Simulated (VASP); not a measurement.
Computed with HSE06 screened hybrid, VASP's PBE PAW potentials (set 64) (plane waves; VASP).

The input files of a VASP run:

INCAR:
```
SYSTEM = Ga31P32Si
PREC = Normal
ENCUT = 400
EDIFF = 1E-5
NELM = 50
ALGO = Normal
LREAL = Auto
LASPH = .TRUE.
ISMEAR = 0
SIGMA = 0.05
GGA = PE
LMAXMIX = 4
LWAVE = .FALSE.
LCHARG = .FALSE.
NELMIN = 4
ISYM = 0
NELECT = 258.0
HFSCREEN = 0.2
AEXX = 0.25
LHFCALC = .TRUE.
PRECFOCK = Fast
ISIF = 0
```

KPOINTS:
```
Automatic mesh
0
Gamma
1 1 1
0 0 0
```

**POSCAR**
```
Ga31P32Si
1
   11.0671092084     0.0000000000     0.0000000000
    0.0000000000    11.0671092084     0.0000000000
    0.0000000000     0.0000000000    11.0671092084
Ga P Si
31 32 1
Direct
  0.4999475570   0.0002038484   0.0002707691
  0.7504202319   0.2493886616   0.0022516985
  0.7503962029   0.0019250481   0.2498178974
  0.0000295657   0.9999886911   0.9999177795
  0.2498893499   0.2497312052   0.9982711468
  0.5000618826   0.4999397469   0.0003754178
  0.7503219389   0.7503104797   0.9979807867
  0.2498343744   0.9985853863   0.2497786322
  0.4999443697   0.2510081293   0.2511001072
  0.7492654223   0.5005032362   0.2510672451
  0.5000689303   0.0000934761   0.5000026466
  0.7492573650   0.2508742282   0.5003448139
  0.7502588378   0.9980849174   0.7502803828
  0.9998352297   0.4999089345   0.0003737322
  0.2495341172   0.7505357765   0.0022940199
  0.9981776227   0.2497219887   0.2496724804
  0.2509619483   0.4999233954   0.2509720534
  0.5003858888   0.7493646998   0.2508744206
  0.9997240083   0.9999436986   0.4999526493
  0.2508646720   0.2509503828   0.5000329181
  0.7489206669   0.7488912632   0.4999907235
  0.2496626064   0.0019457895   0.7503418047
  0.5002914459   0.2508067449   0.7493771153
  0.7493371464   0.4992995371   0.7496019923
  0.0019755926   0.7505161917   0.2497787815
  0.0001692747   0.4999819247   0.4999280222
  0.2508377149   0.7495036625   0.5003164080
  0.0021257713   0.2495501332   0.7503452680
  0.2502797187   0.5007484633   0.7498366089
  0.4996252312   0.7492725885   0.7495338759
  0.9978810236   0.7504450185   0.7502398187
  0.6244947712   0.1262263996   0.1266153731
  0.8736370043   0.3754416239   0.1265568720
  0.8738244221   0.1263488070   0.3754074130
  0.1252112567   0.1252943610   0.1250919956
  0.3747786081   0.3747789296   0.1252601436
  0.6254445781   0.6254028908   0.1249755361
  0.8747703539   0.8748105030   0.1250982886
  0.3747848442   0.1252991929   0.3749283787
  0.6212805605   0.3789686357   0.3789866275
  0.8751732013   0.6254976553   0.3749052543
  0.6253450659   0.1249997250   0.6253567002
  0.8752871247   0.3746335583   0.6253544608
  0.8747750434   0.1251247084   0.8747801053
  0.1261335830   0.6245669007   0.1264526634
  0.3753833073   0.8740194145   0.1264382916
  0.1251999554   0.3747963266   0.3747193952
  0.3787949691   0.6214743918   0.3788636786
  0.6254437621   0.8750188601   0.3748647512
  0.1261394545   0.1260681225   0.6244828557
  0.3783322097   0.3789069942   0.6219561425
  0.6212444295   0.6210229250   0.6218750103
  0.8735169701   0.8736852974   0.6245133467
  0.3753479802   0.1262105685   0.8739742081
  0.6252908173   0.3744142645   0.8754722560
  0.8739330334   0.6245432329   0.8738272078
  0.1262837730   0.8741146394   0.3753510051
  0.1247824150   0.6255677333   0.6252882196
  0.3747821687   0.8752010177   0.6254651086
  0.1261201945   0.3753495598   0.8742170518
  0.3746678266   0.6254932742   0.8755863418
  0.6245468272   0.8739870174   0.8739212068
  0.1251089475   0.8747905559   0.8747212832
  0.4996968335   0.5000446653   0.5004378110
```

POTCAR, in this order: Ga P Si (PBE.64 set). Program: vasp_gam. Read from the step before: WAVECAR.

What VASP printed:

### OSZICAR
```
       N       E                     dE             d eps       ncg     rms          rms(c)
DAV:   1    -0.338868557840E+03   -0.33887E+03   -0.17054E+01   324   0.107E+01    0.106E+01
DAV:   2    -0.338997075772E+03   -0.12852E+00   -0.53657E-01   366   0.122E+00    0.707E+00
DAV:   3    -0.338965936163E+03    0.31140E-01   -0.30863E-02   358   0.297E-01    0.407E+00
DAV:   4    -0.338951504980E+03    0.14431E-01   -0.87530E-03   374   0.166E-01    0.227E+00
DAV:   5    -0.338946502003E+03    0.50030E-02   -0.27211E-03   376   0.921E-02    0.125E+00
DAV:   6    -0.338944766912E+03    0.17351E-02   -0.73770E-04   360   0.513E-02    0.685E-01
DAV:   7    -0.338944171693E+03    0.59522E-03   -0.24466E-04   368   0.307E-02    0.371E-01
DAV:   8    -0.338943976398E+03    0.19530E-03   -0.88635E-05   360   0.187E-02    0.199E-01
DAV:   9    -0.338943915881E+03    0.60517E-04   -0.29346E-05   256   0.113E-02    0.108E-01
DAV:  10    -0.338943899211E+03    0.16670E-04   -0.13201E-05   198   0.785E-03    0.558E-02
DAV:  11    -0.338943896031E+03    0.31798E-05   -0.47265E-06   182   0.445E-03
   1 F= -.33894390E+03 E0= -.33894389E+03  d E =-.695849E-05
```

File OUTCAR:
```
------------------------ aborting loop because EDIFF is reached ----------------------------------------
  volume of cell :     1355.51
      direct lattice vectors                 reciprocal lattice vectors
    11.067109208  0.000000000  0.000000000     0.090357832  0.000000000  0.000000000
     0.000000000 11.067109208  0.000000000     0.000000000  0.090357832  0.000000000
     0.000000000  0.000000000 11.067109208     0.000000000  0.000000000  0.090357832
  FREE ENERGIE OF THE ION-ELECTRON SYSTEM (eV)
  ---------------------------------------------------
  free  energy   TOTEN  =      -338.9438960308 eV

  energy  without entropy=     -338.9438890723  energy(sigma->0) =     -338.94389255

  exchange ACFDT corr.  =         0.00000000  see jH, gK, PRB 81, 115126
```
(Selected blocks of OUTCAR.)

The cell is charged, with a uniform compensating background. The supercell is sampled at Γ alone, which is coarse: total energies, pressure and levels can be off, energies of defects by several tenths of an eV.

The cell is a supercell with a defect, built from GaP (zinc blende): Si_Ga, charge -1. The cell's shape comes from a PBE relaxation. The run is not spin-polarised, so no state with unpaired spins was tried.
